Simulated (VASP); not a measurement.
Crystal: TiTe2.

```xyz
3
Lattice="3.7770 0.0000 0.0000 -1.8885 3.2710 0.0000 0.0000 0.0000 6.4980" Properties=species:S:1:pos:R:3 pbc="T T T"
Ti    0.0000    0.0000    0.0000
Te    1.8885    1.0903    1.7077
Te    0.0000    2.1807    4.7903
```

- Program: VASP 6.6.1
- Task: relaxation of cell and atoms
- Functional: PBE
- Dispersion: D3(BJ)
- Potentials or basis: VASP PAW PBE potentials, release 64 (Ti_sv, Te)
- Cutoff: 600 eV
- k mesh: 12 × 12 × 6
- Occupations: methfessel-paxton, width 0.1 eV
- Spin: no spin polarisation

At the start: pressure -2.1 GPa; volume 26.76 Å³/atom.

Q: Where does the relaxation end?

A: Over 9 steps the energy falls by 12.1 meV/atom and the volume is 25.14 Å³/atom (-6.0 %); space group P-3m1 (No. 164, to 0.05 Å).

The path:
```csv
step,energy change (eV),largest force (eV/Å),pressure (GPa),volume (Å³)
1,0.0000,0.0447,-2.05,80.28
2,-0.0162,0.4485,1.15,76.36
3,-0.0195,0.3277,0.16,77.47
4,-0.0287,0.2023,0.06,76.86
5,-0.0320,0.0649,-0.02,76.22
6,-0.0340,0.0396,-0.08,76.08
7,-0.0362,0.0333,-0.26,75.69
8,-0.0352,0.0644,0.55,74.81
9,-0.0364,0.0051,-0.02,75.43
```

Final structure:
```xyz
3
Lattice="3.6985 0.0000 0.0000 -1.8492 3.2030 0.0000 0.0000 0.0000 6.3674" Properties=species:S:1:pos:R:3 pbc="T T T"
Ti    0.0000    0.0000    0.0000
Te    1.8492    1.0677    1.7302
Te    0.0000    2.1353    4.6372
```
